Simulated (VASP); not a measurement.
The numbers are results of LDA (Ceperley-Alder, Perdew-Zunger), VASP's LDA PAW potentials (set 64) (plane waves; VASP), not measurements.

VASP ran on this input.

### KPOINTS
```
kpoints
0
gamma
7 7 7
```

**INCAR**
```
LREAL  =  .False.
SYSTEM  =  InP
IBRION  =  1
EDIFFG  =  -0.001   ! ionic stop
ALGO  =  Normal   ! blocked Davidson
SIGMA  =  0.05   ! width (eV)
LMAXMIX  =  4
NSW  =  30   ! most ionic steps
ISMEAR  =  0   ! Gaussian
EDIFF  =  1E-8
LCHARG  =  .False.
LASPH  =  .True.   ! aspherical one-centre terms
LWAVE  =  .False.
ENCUT  =  400   ! plane-wave cut-off (eV)
PREC  =  Accurate
ISIF  =  2   ! forces and stress, cell fixed
NELM  =  100   ! most electronic steps
```

### POSCAR
```
InP
1.0
  0.0000000000   2.9138754655   2.9138754655
  2.9138754655   0.0000000000   2.9138754655
  2.9138754655   2.9138754655   0.0000000000
In P
1 1
direct
  0.0000000000   0.0000000000   0.0000000000
  0.2500000000   0.2500000000   0.2500000000
```

POTCAR, in this order: In_d P (LDA.64 set). Program: vasp_std.

Unless said otherwise, spin-orbit coupling is left out, though it shifts the bands of the heavy elements here.

Question: Estimate the energy per atom (σ→0), band gap (on the k-mesh).

Answer: 
The energy per atom (σ→0) comes out as -4.834 eV/atom. The band gap (on the k-mesh) is 0.60 eV.

### OSZICAR
```
...
DAV:  10    -0.966860912568E+01   -0.67488E-05   -0.15326E-04   641   0.101E-01    0.120E-01
DAV:  11    -0.966861257543E+01   -0.34498E-05   -0.24786E-05   761   0.650E-02    0.393E-02
DAV:  12    -0.966861090860E+01    0.16668E-05   -0.70776E-06   620   0.507E-02    0.175E-02
DAV:  13    -0.966861086689E+01    0.41706E-07   -0.32737E-07   632   0.525E-03    0.160E-02
DAV:  14    -0.966861080271E+01    0.64180E-07   -0.10337E-07   660   0.505E-03    0.564E-03
DAV:  15    -0.966861078201E+01    0.20697E-07   -0.56555E-08   625   0.216E-03    0.161E-03
DAV:  16    -0.966861078199E+01    0.27512E-10   -0.13212E-09   295   0.322E-04
   1 F= -.96686108E+01 E0= -.96686108E+01  d E =-.966861E+01
```

The compound is InP in the zinc blende structure. It was relaxed first. The start is the result of an earlier pass.
